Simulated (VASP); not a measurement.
## Berry-phase polarisation of ZnO

Wanted: polarisation and energy of ZnO along a straight path from a centred structure to the polar one.

Calculated with VASP 6.6.1; r2SCAN; plane waves and PAW (Zn, O), in the first sound run; inputs show where later runs differ.

## 1. The starting structure

It takes space group P6_3mc (No. 186, hexagonal). The conventional cell has a = 3.250 Å, b = 3.250 Å, c = 5.207 Å, α = 90.00°, β = 90.00°, γ = 120.00°. Nearest to Zn lie 4 O at 1.97 to 1.99 Å. O has 4 Zn at 1.97 to 1.99 Å nearest. Farther neighbours and most contacts between anions are not listed.

Coordinates:

```
Zn O
1.0
     3.25000    0.00000    0.00000
    -1.62500    2.81458    0.00000
     0.00000    0.00000    5.20700
Zn O
2 2
Direct
  0.33333 0.66667 0.00000
  0.66667 0.33333 0.50000
  0.33333 0.66667 0.38200
  0.66667 0.33333 0.88200
```

## 2. Relax the crystal, r2SCAN

The polar end is relaxed first.

Level: r2SCAN; plane waves and PAW (Zn, O).

File INCAR:

```
SYSTEM = ZnO
PREC = Accurate
ENCUT = 520
EDIFF = 1E-07
NELM = 120
ISMEAR = 0
SIGMA = 0.02
LREAL = .FALSE.
ALGO = Normal
METAGGA = R2SCAN
LASPH = .TRUE.
NBANDS = 24
LORBIT = 11
LWAVE = .FALSE.
LCHARG = .FALSE.
KPAR = 8
IBRION = 2
NSW = 80
ISIF = 3
EDIFFG = -0.005
POTIM = 0.4
```

File POSCAR:

```
ZnO
1.0
    3.2500000000      0.0000000000      0.0000000000
   -1.6250000000      2.8145825620      0.0000000000
    0.0000000000      0.0000000000      5.2070000000
Zn O
2 2
Direct
    0.3333333333      0.6666666667      0.0000000000
    0.6666666667      0.3333333333      0.5000000000
    0.3333333333      0.6666666667      0.3820000000
    0.6666666667      0.3333333333      0.8820000000
```

File KPOINTS:

```
Automatic mesh
0
Gamma
9 9 5
0 0 0
```

Potentials, in the order of the species: Zn and O (PBE family, release 64).

Launch:

```sh
> mpirun -np 8 vasp_std
```

The program printed:

```text
[banner, memory and clock lines left out]
running    8 mpi-ranks, on    1 nodes
[...]
|                                                                             |
|           W    W    AA    RRRRR   N    N  II  N    N   GGGG   !!!           |
|           W    W   A  A   R    R  NN   N  II  NN   N  G    G  !!!           |
|           W    W  A    A  R    R  N N  N  II  N N  N  G       !!!           |
|           W WW W  AAAAAA  RRRRR   N  N N  II  N  N N  G  GGG   !            |
|           WW  WW  A    A  R   R   N   NN  II  N   NN  G    G                |
|           W    W  A    A  R    R  N    N  II  N    N   GGGG   !!!           |
|                                                                             |
|     For optimal performance we recommend to set                             |
|       NCORE = 2 up to number-of-cores-per-socket                            |
|     NCORE specifies how many cores store one orbital (NPAR=cpu/NCORE).      |
|     This setting can greatly improve the performance of VASP for DFT.       |
[...]
DAV:   1     0.267185944422E+03    0.26719E+03   -0.19245E+04  1736   0.224E+03
DAV:   2    -0.180268254761E+02   -0.28521E+03   -0.27072E+03  1904   0.435E+02
DAV:   3    -0.461627773807E+02   -0.28136E+02   -0.27926E+02  1952   0.144E+02
DAV:   4    -0.465917525965E+02   -0.42898E+00   -0.42876E+00  2016   0.188E+01
[...]
DAV:  17    -0.363173016235E+02   -0.11385E-05   -0.40808E-07  1856   0.542E-03    0.594E-04
DAV:  18    -0.363173014889E+02    0.13463E-06   -0.15281E-08   912   0.228E-03    0.377E-04
DAV:  19    -0.363173014542E+02    0.34703E-07   -0.63653E-09   936   0.936E-04
   1 F= -.36317301E+02 E0= -.36317301E+02  d E =-.363173E+02
[... from here on, the cycles between the ionic steps are left out ...]
   2 F= -.36317539E+02 E0= -.36317539E+02  d E =-.237720E-03
   3 F= -.36317548E+02 E0= -.36317548E+02  d E =-.246125E-03
   4 F= -.36317562E+02 E0= -.36317562E+02  d E =-.260441E-03
   5 F= -.36317582E+02 E0= -.36317582E+02  d E =-.280083E-03
   6 F= -.36317691E+02 E0= -.36317691E+02  d E =-.109336E-03
   7 F= -.36317768E+02 E0= -.36317768E+02  d E =-.186515E-03
   8 F= -.36317716E+02 E0= -.36317716E+02  d E =0.523166E-04
   9 F= -.36317747E+02 E0= -.36317747E+02  d E =0.206399E-04
[...]
reached required accuracy - stopping structural energy minimisation
```

The job ended after 2.2 min (8 MPI ranks of Intel Xeon Platinum 8559C (Emerald Rapids), shared host; peak memory 1.7 GiB; 18 min of CPU time).

Lines that name or quote the potential files are left out of all logs, and their timing lines are given in words.

Parts of OUTCAR (step 2):

```text
  Total       -0.0035235     -0.0035235     -0.0045381      0.0000000      0.0000000     -0.0000000
  in kB       -0.1187231     -0.1187231     -0.1529077      0.0000000      0.0000000     -0.0000000
  external PRESSURE =      -0.1301179 kB  Pullay stress =       0.0000000 kB

 POSITION                                       TOTAL-FORCE (eV/Angst)
 -----------------------------------------------------------------------------------
     -0.00000      1.87248      0.00461        -0.000000     -0.000000     -0.000941
      1.62161      0.93624      2.61461         0.000000     -0.000000     -0.000941
     -0.00000      1.87248      1.98944        -0.000000      0.000000      0.000941
      1.62161      0.93624      4.59944        -0.000000      0.000000      0.000941
 -----------------------------------------------------------------------------------
    total drift:                               -0.000000      0.000000     -0.102832

  FREE ENERGIE OF THE ION-ELECTRON SYSTEM (eV)
  ---------------------------------------------------
  free  energy   TOTEN  =       -36.3177474126 eV

  energy  without entropy=      -36.3177474126  energy(sigma->0) =      -36.31774741

 reached required accuracy - stopping structural energy minimisation

[... 3 further parts left out ...]
[key lines of the parts left out:]
E-fermi :   1.0142
```

This run gave:

```
energy(sigma→0) of the program : -36.3177 eV
stress, compression positive   : xx, yy, zz -0.01, -0.01, -0.02 GPa
volume                         : 47.551 Å³
ionic steps                    : 9
```

## 3. Berry phase, r2SCAN

The centred structure lies half way between the polar one and its mirror or inverted image (space group 194 within 0.02 Å; largest move 0.32 Å). One point of the path in full, at 0.4 of the distortion.

Level: r2SCAN; plane waves and PAW (Zn, O).

File INCAR:

```
SYSTEM = ZnO
PREC = Accurate
ENCUT = 520
EDIFF = 1E-07
NELM = 100
ISMEAR = 0
SIGMA = 0.02
LREAL = .FALSE.
ALGO = Normal
METAGGA = R2SCAN
LASPH = .TRUE.
NBANDS = 24
LWAVE = .FALSE.
LCHARG = .FALSE.
LCALCPOL = .TRUE.
DIPOL = 0.123 0.137 0.119
ISIF = 2
```

File POSCAR:

```
ZnO
1.0
    3.2432236734      0.0000000000      0.0000000000
   -1.6216118367      2.8087140910      0.0000000000
    0.0000000000      0.0000000000      5.2200108272
Zn O
2 2
Direct
    0.3333333330      0.6666666670      0.9643529050
    0.6666666670      0.3333333330      0.4643529050
    0.3333333330      0.6666666670      0.4164470950
    0.6666666670      0.3333333330      0.9164470950
```

File KPOINTS:

```
Automatic mesh
0
Gamma
11 11 8
0 0 0
```

Launch:

```sh
> mpirun -np 2 vasp_std
```

The program printed:

```text
[banner, memory and clock lines left out]
running    2 mpi-ranks, on    1 nodes
[...]
[... a notice as in an earlier step ...]

 LDA part: xc-table for (None), standard interpolation
 POSCAR, INCAR and KPOINTS ok, starting setup
[...]
entering main loop
       N       E                     dE             d eps       ncg     rms          rms(c)
DAV:   1     0.266212952742E+03    0.26621E+03   -0.19189E+04  3896   0.224E+03
DAV:   2    -0.185762289974E+02   -0.28479E+03   -0.27082E+03  4264   0.433E+02
DAV:   3    -0.459717057654E+02   -0.27395E+02   -0.27209E+02  4368   0.143E+02
DAV:   4    -0.463815841216E+02   -0.40988E+00   -0.40962E+00  4368   0.184E+01
[...]
DAV:  15    -0.359148103343E+02    0.13248E-07   -0.34995E-06  4176   0.164E-02    0.134E-03
DAV:  16    -0.359148098476E+02    0.48663E-06   -0.24874E-07  3576   0.646E-03    0.237E-04
DAV:  17    -0.359148099052E+02   -0.57526E-07   -0.56147E-08  2032   0.267E-03
 p_tot=( -0.636E+01 -0.139E+02  0.991E+01 )
   1 F= -.35914810E+02 E0= -.35914810E+02  d E =-.188445E-13
```

Elapsed: 2.3 min, on 2 MPI ranks; peak memory 0.49 GiB.

Parts of OUTCAR (step 3):

```text
  Total        3.2213552      3.2213552     -1.6916264      0.0000000      0.0000000      0.0000000
  in kB      108.5408840    108.5408839    -56.9979451      0.0000000      0.0000000      0.0000000
  external PRESSURE =      53.3612743 kB  Pullay stress =       0.0000000 kB

 POSITION                                       TOTAL-FORCE (eV/Angst)
 -----------------------------------------------------------------------------------
     -0.00000      1.87248      5.03393         0.000000     -0.000000      0.566601
      1.62161      0.93624      2.42393        -0.000000      0.000000      0.566601
     -0.00000      1.87248      2.17386         0.000000      0.000000     -0.566601
      1.62161      0.93624      4.78386         0.000000      0.000000     -0.566601
 -----------------------------------------------------------------------------------
    total drift:                               -0.000002     -0.000001      0.008165

  FREE ENERGIE OF THE ION-ELECTRON SYSTEM (eV)
  ---------------------------------------------------
  free  energy   TOTEN  =       -35.9148099052 eV

  energy  without entropy=      -35.9148099052  energy(sigma->0) =      -35.91480991

[... 3 further parts left out ...]
[key lines of the parts left out:]
E-fermi :   1.1147
```

Numbers from this step:

- energy(sigma→0) of the program: -35.9148 eV
- stress, compression positive: xx, yy, zz 10.85, 10.85, -5.70 GPa

The run ends at a pressure of 5.34 GPa, with forces up to 0.57 eV/Å.

## 4. All members

The other members went through these steps as far as the tables show, at the cell of the polar end; 10 runs are not shown. The session took 1.3 core hours (wall time by ranks) on a shared machine.

The Berry phase fixes the polarisation only up to a quantum, here 176 µC/cm², so branches are joined from point to point; the sign is set positive along the polar axis, and energies count from the end point of the series.

| fraction of the polar distortion | polarisation, branches joined (µC/cm²) | energy above the polar end (meV/f.u.) | gap on the mesh (eV) |
| --- | --- | --- | --- |
| 0 | 0.00 | 277.32 | 1.31 |
| 0.10 | 7.94 | ? | 1.31 |
| 0.20 | 15.93 | 257.38 | 1.30 |
| 0.30 | 23.98 | 233.53 | 1.29 |
| 0.40 | 32.13 | 201.50 | 1.28 |
| 0.50 | 40.41 | 163.42 | 1.27 |
| 0.60 | 48.81 | 122.07 | 1.26 |
| 0.70 | 57.39 | 79.61 | 1.24 |
| 0.80 | 66.10 | 41.92 | 1.23 |
| 0.90 | 74.95 | 12.02 | 1.22 |
| 1 | 83.90 | 0.00 | 1.23 |

## 5. A double well from the known rows

Fitting a parabola to the 10 known rows (u: square of the distortion) gives E = 245.9 u² − 525.8 u + 278.5 in meV/f.u.; the residuals are 1.0 meV/f.u. r.m.s.

For the withheld row, u = 0.01000, the fit gives 273.26 meV/f.u.

## 6. The withheld row

The calculation gives 272.34 meV/f.u., so the prediction is 0.92 meV/f.u. too high, within twice the residual of the fit.

## 7. Results

* polarisation at the last point: 83.9 µC/cm²
* energy of the centred structure: 277 meV/f.u.
* highest point of the path: 277 meV/f.u.
* error of the predicted energy: 0.92 meV/f.u.

In words: The largest step between points is 9.0 µC/cm², well under half the quantum, so the joining is safe. The polarisation departs from a straight line by up to 1.5 µC/cm². The smallest gap on the mesh along the path is 1.22 eV. The value belongs to this centred reference; where a crystal has several, another path can give another value. A straight path at a fixed cell bounds the barrier of uniform switching from above; where films switch at all, they do so at domain walls.

[Lines on the potential files, build, host, timing and source positions are cut from VASP's logs without a mark.]

[Logs are printed without paths, hosts, clocks, repeated set-up lines and the standing remarks that a program may print on its own settings, such as how far it seeks lower states.]

[Hosts, paths, dates, database ids (printed as entryN), source tags and the programs' standing remarks are cut or masked in the printed files.]
